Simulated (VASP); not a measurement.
The system is CdSe.

```xyz
2
Lattice="0.0000 3.0703 3.0703 3.0703 0.0000 3.0703 3.0703 3.0703 0.0000" Properties=species:S:1:pos:R:3 pbc="T T T"
Cd    0.0000    0.0000    0.0000
Se    4.6054    4.6054    4.6054
```

Measurements of this composition are mostly on another form, of space group No. 186.

| Quantity | Value |
| --- | --- |
| Program | VASP 6.6.1 |
| Task | relaxation of cell and atoms |
| Functional | PBE |
| Potentials or basis | VASP PAW PBE potentials, release 64 (Cd, Se) |
| Cutoff | 600 eV |
| k mesh | 10 × 10 × 10 |
| Occupations | gaussian, width 0.02 eV |
| Spin | no spin polarisation |

At the start: pressure 1.5 GPa; volume 28.94 Å³/atom.

How do energy, volume and symmetry change on relaxing?

Over 5 steps the energy falls by 4.3 meV/atom and the volume is 29.87 Å³/atom (+3.2 %); space group F-43m (No. 216, to 0.05 Å).

Step by step:
```csv
step,energy change (eV),largest force (eV/Å),pressure (GPa),volume (Å³)
1,0.0000,0.0000,1.52,57.88
2,-0.0080,0.0000,-0.35,60.22
3,-0.0086,0.0000,0.01,59.74
4,-0.0086,0.0000,-0.03,59.78
5,-0.0086,0.0000,0.00,59.73
```

Final structure:
```
Cd Se
1.0
     0.00000    3.10260    3.10260
     3.10260    0.00000    3.10260
     3.10260    3.10260    0.00000
Cd Se
1 1
Direct
  0.00000 0.00000 0.00000
  0.75000 0.75000 0.75000
```
